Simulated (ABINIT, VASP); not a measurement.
A VASP calculation is set up with these files.

INCAR:
```
SYSTEM = Mo
PREC = Accurate; ENCUT = 300; LREAL = F
LASPH = T
EDIFF = 1E-6; NELM = 100; ALGO = Normal
LMAXMIX = 4
ISMEAR = 0; SIGMA = 0.05
GGA = PE
ISIF = 2
LWAVE = F; LCHARG = F
```

POSCAR:
```
Mo
1
   -1.5435000000     1.5435000000     1.5435000000
    1.5435000000    -1.5435000000     1.5435000000
    1.5435000000     1.5435000000    -1.5435000000
Mo
1
Direct
  0.0000000000   0.0000000000   0.0000000000
```

File KPOINTS:
```
Automatic mesh
0
Gamma
10 10 10
0 0 0
```

POTCAR, in this order: Mo_sv (PBE.64 set). Program: vasp_std.

**Question.** Translate it to ABINIT.

**Answer.** One input that does it (PBE, PAW (JTH v2.0 PBE PAW)):
```
# Mo, JTH v2.0 PBE PAW
pp_dirpath "./"
pseudos "Mo.GGA_PBE-JTH.xml"
acell 5.0520324126 5.0520324126 5.0520324126
rprim
        -0.5773502692    0.5773502692    0.5773502692
         0.5773502692   -0.5773502692    0.5773502692
         0.5773502692    0.5773502692   -0.5773502692
natom 1
ntypat 1
znucl 42
typat 1
xcart
         0.0000000000    0.0000000000    0.0000000000
      Angstrom
ecut 20 Ha
pawecutdg 40 Ha
pawxcdev 0
occopt 7
tsmear 0.05 eV
nband 12
kptopt 1
ngkpt 10 10 10
nshiftk 1
shiftk 0 0 0
nstep 50
tolvrs 1.0e-11
prtwf 0
prtden 0
prtvol 1
enunit 2
```
The two runs describe the same crystal, functional and task. Each code takes its own potentials, basis and convergence tests.

The structure is a typed Mo crystal (Im-3m). The cell was not relaxed at this level, and its volume differs by -5.9 % from the start's.
